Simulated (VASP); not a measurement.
## Mn3TlGa: single point with r2SCAN

Crystal: Mn3TlGa.

```
Tl Mn Ga
1.0
     0.00000    6.01004    0.00000
     6.01004    0.00000    0.00000
     3.00502    3.00502   -4.50642
Tl Mn Ga
2 6 2
Direct
  0.75000 0.25000 0.50000
  0.25000 0.75000 0.50000
  0.70000 0.20000 0.00000
  0.20000 0.30000 0.00000
  0.30000 0.80000 0.00000
  0.80000 0.70000 0.00000
  0.25000 0.25000 0.50000
  0.75000 0.75000 0.50000
  0.00000 0.00000 0.00000
  0.50000 0.50000 0.00000
```

The cell was built by a generator and needn't be a form met in nature.

| Property | Result |
| --- | --- |
| Program | VASP 6.6.1 |
| Task | single point |
| Functional | r2SCAN |
| Potentials or basis | VASP PAW PBE potentials, release 64 (Tl_d, Mn_pv, Ga_d) |
| Cutoff | 520 eV |
| k mesh | 5 × 5 × 5 |
| Occupations | tetrahedron |
| Spin | no spin polarisation |
| Dipole correction | no |
| Further INCAR settings | ALGO = Normal; EDIFF = 1e-06; NBANDS = 76 |

```json
{"Pressure": "-0.4 GPa", "Largest force": "0.787 eV/Å", "Band gap on the k mesh": "none (metal or under the smearing width)"}
```

Forces in eV/Å, atoms in the order of the input:
```
Tl   0.000  0.000  0.000
Tl   0.000  0.000  0.000
Mn  -0.557 -0.557  0.000
Mn   0.557 -0.557  0.000
Mn   0.557  0.557  0.000
Mn  -0.557  0.557  0.000
Mn   0.000  0.000  0.000
Mn   0.000  0.000  0.000
Ga   0.000  0.000  0.000
Ga   0.000  0.000  0.000
```

Stress tensor (GPa, compression positive):
```
 1.75  0.00  0.00
 0.00  1.75  0.00
 0.00  0.00 -4.60
```

Levels at points of the mesh, in eV from the Fermi level:
| k point | band 61 | band 62 | band 63 | band 64 | band 65 | band 66 | band 67 | band 68 | band 69 | band 70 |
| --- | --- | --- | --- | --- | --- | --- | --- | --- | --- | --- |
| (0.00, 0.00, 0.00) | -0.40 | -0.36 | -0.30 | -0.18 | 0.04 | 0.05 | 0.05 | 0.14 | 0.16 | 0.31 |

Wall time 12 min on 1 thread of Intel(R) Xeon(R) 6975P-C (Granite Rapids) (shared host), peak memory 0.47 GiB.

Caveat: the PAW data sets were made with another functional, which shifts forces and pressure a little; tetrahedron occupations give inexact forces and stress in metals. The run has no spin-orbit coupling, so splittings on Tl are missing.
